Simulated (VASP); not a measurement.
OSZICAR of a VASP run on NaF (space group Fm-3m):

File OSZICAR:
```
       N       E                     dE             d eps       ncg     rms          rms(c)
DAV:   1     0.891025756434E+02    0.89103E+02   -0.71925E+03   363   0.126E+03
DAV:   2    -0.532509873213E+01   -0.94428E+02   -0.89859E+02   391   0.319E+02
DAV:   3    -0.940625800549E+01   -0.40812E+01   -0.40717E+01   400   0.706E+01
DAV:   4    -0.943849576127E+01   -0.32238E-01   -0.32235E-01   385   0.676E+00
DAV:   5    -0.943885798777E+01   -0.36223E-03   -0.36222E-03   406   0.719E-01    0.517E+00
DAV:   6    -0.859866784476E+01    0.84019E+00   -0.34525E+00   427   0.178E+01    0.186E+00
DAV:   7    -0.858582188260E+01    0.12846E-01   -0.25315E-02   364   0.258E+00    0.108E+00
DAV:   8    -0.858456086072E+01    0.12610E-02   -0.26277E-02   352   0.408E+00    0.104E-01
DAV:   9    -0.858537710636E+01   -0.81625E-03   -0.32520E-03   388   0.602E-01    0.605E-02
DAV:  10    -0.858533459912E+01    0.42507E-04   -0.29617E-04   367   0.252E-01    0.807E-03
DAV:  11    -0.858533582268E+01   -0.12236E-05   -0.91784E-06   406   0.691E-02    0.358E-03
DAV:  12    -0.858533639168E+01   -0.56900E-06   -0.97661E-07   367   0.212E-02
   1 F= -.85853364E+01 E0= -.85853364E+01  d E =-.188074E-10
```

**Question.** Which electronic solver shows in the log?

**Answer.** It is blocked Davidson (ALGO = Normal, or the opening steps of other solvers). The INCAR had ALGO = Normal.

**Question.** Can the final energy be trusted as converged?

**Answer.** Self-consistency was reached. It stopped with EDIFF = 1E-6, NELM = 100 (PBE GGA, plane waves, VASP's PBE PAW potentials (set 64)).

The structure is a typed NaF crystal (Fm-3m). The cell was not relaxed at this level.
